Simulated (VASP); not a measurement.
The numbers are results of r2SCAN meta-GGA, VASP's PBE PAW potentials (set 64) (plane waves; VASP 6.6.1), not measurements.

A VASP calculation is set up with these files.

File KPOINTS:
```
Automatic mesh
0
G
  8 8 8
```

File POSCAR:
```
NbAs
1
    3.1834820000     0.0000000000     0.0000000000
    0.0000000000     3.1834820000     0.0000000000
    0.0000000000     0.0000000000     3.1834820000
Nb As
1 1
Direct
  0.0000000000   0.0000000000   0.0000000000
  0.5000000000   0.5000000000   0.5000000000
```

**INCAR**
```
# general
SYSTEM  = NbAs
PREC    = Accurate
ENCUT   = 400   # plane-wave cut-off (eV)
LREAL   = .False.
LASPH   = .True.

# electronic loop
EDIFF   = 1E-6   # SCF stop (eV)
NELM    = 100
ALGO    = Normal
LMAXMIX = 4   # l cut-off of mixed one-centre charges
LMIXTAU = .True.

# smearing
ISMEAR  = 0   # Gaussian
SIGMA   = 0.05   # width (eV)

# functional
METAGGA = R2SCAN

# ions
IBRION  = 2   # conjugate gradients
NSW     = 60
ISIF    = 3   # ions, shape and volume
EDIFFG  = -0.01

# output
LWAVE   = .False.
LCHARG  = .False.
```

POTCAR, in this order: Nb_sv As (PBE.64 set). Program: vasp_std.

The resulting files:

File OSZICAR:
```
       N       E                     dE             d eps       ncg     rms          rms(c)
DAV:   1     0.935844019116E+02    0.93584E+02   -0.84623E+03   918   0.114E+03
DAV:   2    -0.414392402208E+02   -0.13502E+03   -0.13064E+03  1125   0.394E+02
DAV:   3    -0.476209707833E+02   -0.61817E+01   -0.60762E+01  1409   0.661E+01
DAV:   4    -0.479124726551E+02   -0.29150E+00   -0.29026E+00  1287   0.141E+01
DAV:   5    -0.479261198013E+02   -0.13647E-01   -0.13637E-01  1495   0.242E+00    0.104E+01
DAV:   6    -0.402362137963E+02    0.76899E+01   -0.55819E+00  1500   0.288E+01    0.231E+00
DAV:   7    -0.403678174889E+02   -0.13160E+00   -0.71694E-01  1130   0.796E+00    0.149E+00
DAV:   8    -0.403637500041E+02    0.40675E-02   -0.46957E-01  1020   0.661E+00    0.669E-01
DAV:   9    -0.404516009866E+02   -0.87851E-01   -0.31281E-02  1128   0.190E+00    0.394E-01
DAV:  10    -0.405096017782E+02   -0.58001E-01   -0.66059E-02  1051   0.268E+00    0.126E-01
DAV:  11    -0.405033749706E+02    0.62268E-02   -0.11022E-02  1075   0.111E+00    0.183E-01
DAV:  12    -0.405084028602E+02   -0.50279E-02   -0.10480E-02  1045   0.995E-01    0.477E-02
DAV:  13    -0.405106153029E+02   -0.22124E-02   -0.13120E-03   994   0.393E-01    0.118E-02
DAV:  14    -0.405106346072E+02   -0.19304E-04   -0.72338E-05  1497   0.702E-02    0.120E-02
DAV:  15    -0.405106520037E+02   -0.17397E-04   -0.18436E-05  1157   0.419E-02    0.347E-03
DAV:  16    -0.405106532029E+02   -0.11992E-05   -0.73083E-06  1040   0.296E-02    0.201E-03
DAV:  17    -0.405106538756E+02   -0.67267E-06   -0.46361E-07   550   0.865E-03
   1 F= -.40510654E+02 E0= -.40510400E+02  d E =-.405107E+02
       N       E                     dE             d eps       ncg     rms          rms(c)
DAV:   1    -0.409094453179E+02   -0.39879E+00   -0.15065E+01   940   0.546E+01    0.455E+00
DAV:   2    -0.405341401051E+02    0.37531E+00   -0.19543E+00  1323   0.168E+01    0.190E+00
DAV:   3    -0.404947501146E+02    0.39390E-01   -0.14385E-01  1391   0.353E+00    0.659E-01
DAV:   4    -0.404860804470E+02    0.86697E-02   -0.61782E-02  1536   0.199E+00    0.370E-01
DAV:   5    -0.404860653869E+02    0.15060E-04   -0.27873E-02  1286   0.158E+00    0.215E-01
DAV:   6    -0.404912305229E+02   -0.51651E-02   -0.61390E-03  1734   0.568E-01    0.125E-01
DAV:   7    -0.404942784359E+02   -0.30479E-02   -0.14163E-03  1177   0.328E-01    0.630E-02
DAV:   8    -0.404954923513E+02   -0.12139E-02   -0.89792E-04  1288   0.288E-01    0.148E-02
DAV:   9    -0.404955371506E+02   -0.44799E-04   -0.28676E-05  1198   0.540E-02    0.128E-02
DAV:  10    -0.404955405447E+02   -0.33941E-05   -0.55205E-06  1043   0.291E-02    0.921E-03
DAV:  11    -0.404955473039E+02   -0.67592E-05   -0.74327E-06  1249   0.286E-02    0.962E-04
DAV:  12    -0.404955475273E+02   -0.22346E-06   -0.55966E-07   475   0.657E-03
   2 F= -.40495548E+02 E0= -.40495360E+02  d E =0.151063E-01
       N       E                     dE             d eps       ncg     rms          rms(c)
DAV:   1    -0.406861626541E+02   -0.19062E+00   -0.59329E+00   910   0.340E+01    0.313E+00
DAV:   2    -0.405315582691E+02    0.15460E+00   -0.56633E-01  1205   0.985E+00    0.111E+00
DAV:   3    -0.405171716765E+02    0.14387E-01   -0.75717E-02  1481   0.282E+00    0.431E-01
DAV:   4    -0.405135603642E+02    0.36113E-02   -0.23282E-02  1647   0.113E+00    0.234E-01
DAV:   5    -0.405182447924E+02   -0.46844E-02   -0.66367E-03  1290   0.778E-01    0.209E-01
DAV:   6    -0.405188524580E+02   -0.60767E-03   -0.47415E-03  1630   0.581E-01    0.822E-02
DAV:   7    -0.405193162352E+02   -0.46378E-03   -0.72734E-04  1079   0.269E-01    0.370E-02
DAV:   8    -0.405195637820E+02   -0.24755E-03   -0.28884E-04  1371   0.148E-01    0.123E-02
DAV:   9    -0.405195984524E+02   -0.34670E-04   -0.30479E-05  1128   0.526E-02    0.612E-03
DAV:  10    -0.405195976666E+02    0.78580E-06   -0.27855E-06   869   0.189E-02
   3 F= -.40519598E+02 E0= -.40519420E+02  d E =-.894379E-02
```

### OUTCAR
```
------------------------ aborting loop because EDIFF is reached ----------------------------------------
  FORCE on cell =-STRESS in cart. coord.  units (eV):
  Direction    XX          YY          ZZ          XY          YZ          ZX
  --------------------------------------------------------------------------------------
  Total       -0.0106016     -0.0106016     -0.0106016     -0.0000000      0.0000000      0.0000000
  in kB       -0.5149252     -0.5149252     -0.5149252     -0.0000000      0.0000000      0.0000000
  external PRESSURE =      -0.5149252 kB  Pullay stress =       0.0000000 kB
  volume of cell :       32.99
      direct lattice vectors                 reciprocal lattice vectors
     3.207102658 -0.000000000  0.000000000     0.311807917  0.000000000 -0.000000000
    -0.000000000  3.207102658 -0.000000000     0.000000000  0.311807917  0.000000000
     0.000000000 -0.000000000  3.207102658    -0.000000000  0.000000000  0.311807917
 POSITION                                       TOTAL-FORCE (eV/Angst)
 -----------------------------------------------------------------------------------
      0.00000      0.00000      0.00000         0.000000     -0.000000      0.000000
      1.60355      1.60355      1.60355        -0.000000      0.000000      0.000000
 -----------------------------------------------------------------------------------
    total drift:                                0.000000      0.000000      0.000000
  FREE ENERGIE OF THE ION-ELECTRON SYSTEM (eV)
  ---------------------------------------------------
  free  energy   TOTEN  =       -40.5195976666 eV

  energy  without entropy=      -40.5192418827  energy(sigma->0) =      -40.51941977

 reached required accuracy - stopping structural energy minimisation
```
(Selected blocks of OUTCAR.)

### CONTCAR
```
NbAs
   1.00000000000000
     3.2071026576231927   -0.0000000000000000    0.0000000000000000
    -0.0000000000000000    3.2071026576231927   -0.0000000000000000
     0.0000000000000000   -0.0000000000000000    3.2071026576231927
  Nb              As
     1     1
Direct
     0.0000000000000000    0.0000000000000000    0.0000000000000000
     0.5000000000000000    0.5000000000000000    0.5000000000000000
```

Energy and stress use the plane-wave basis of the starting cell.

The structure was generated: NbAs was put into the CsCl type (Pm-3m), which need not be its known phase. This run relaxes it. Symmetry was kept, so distortions that lower it aren't found.
